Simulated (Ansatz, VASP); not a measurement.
Two plane-wave programs on KPt

Contents of run.py:

```python
from ase.calculators.vasp import Vasp
from ase.dft.bandgap import bandgap
from ase.spacegroup import crystal

atoms = crystal(
    ['Pt', 'K'],
    basis=[[0.6666666667, 0.3333333333, 0.0], [0.0, 0.0, 0.5]],
    spacegroup=187,
    setting=1,
    cellpar=[3.00084728, 3.00084728, 5.345578, 90.0, 90.0, 120.0],
    primitive_cell=True,
)
calc = Vasp(
    directory='calc',
    xc='rpbe',
    pp='PBE',
    setups='recommended',
    prec='Accurate',
    encut=520,
    ediff=1e-06,
    ismear=0,
    sigma=0.02,
    lreal=False,
    lasph=True,
    nelm=80,
    algo='Fast',
    isif=2,
    lwave=False,
    lcharg=False,
    kpts=[10, 10, 5],
    gamma=True,
    nbands=16,
)
atoms.calc = calc

print('energy (eV):', atoms.get_potential_energy())
print('free energy (eV):', atoms.get_potential_energy(force_consistent=True))
print('forces (eV/A):')
print(atoms.get_forces())
print('stress (eV/A^3, Voigt):', atoms.get_stress())
print('Fermi level (eV):', calc.get_fermi_level())
gap, top, bottom = bandgap(calc)
print('band gap (eV):', gap, 'from (spin, k, band)', top, 'to', bottom)
```

input.yaml

```yaml
crystal:
  lattice:
    - [3.0008472788, 0.0, 0.0]
    - [-1.5004236394, 2.5988099763, 0.0]
    - [0.0, 0.0, 5.345578]
  atoms:
    - { symbol: Pt, position: [0.6666666667, 0.3333333333, 0.0] }
    - { symbol: K, position: [0.0, 0.0, 0.5] }
hamiltonian:
  xc: rpbe
  pseudopotentials: { kind: paw }
kpoints:
  mp_grid: { grid: [10, 10, 5] }
scf:
  occupations: { method: gaussian, width: 0.02 }
output:
  forces: true
  stress: true
  eigenvalues: true
  write_density: true
  write_potential: true
  elf: true
  volumetric_format: npy
```

The cell comes from a database or a generator and needn't be the stable form of this composition.

Alike in both runs: task single point; functional RPBE; k mesh 10 × 10 × 5; occupations gaussian, width 0.02 eV; no spin polarisation.

|  | VASP | Ansatz |
| --- | --- | --- |
| version | VASP 6.6.1 | Ansatz 0.2.0 |
| potentials or method | VASP PAW PBE potentials, release 64 (Pt, K_sv) | Ansatz PAW |
| plane-wave cutoff (eV) | 520 | 420 |
| valence electrons in the cell | 19 | 27 |

|  | VASP | Ansatz | Ansatz less VASP |
| --- | --- | --- | --- |
| gap on the k mesh at the Fermi level (eV) | none | none | - |
| pressure (GPa) | 3.4 | 3.3 | -0.16 |
| largest component of the traceless stress (GPa) | 0.47 | 0.44 | -0.031 |

A gap of «none» marks a metal or a gap that the smearing closes. The two sets of potentials don't hold the same shells in valence.

Caveats: the PAW data sets were made with another functional, which shifts forces and pressure a little (VASP); the PAW data sets come from PBE, with cores solved anew for the run's functional, which leaves a small shift of forces and pressure (Ansatz). The runs have no spin-orbit coupling, so splittings on Pt are missing.
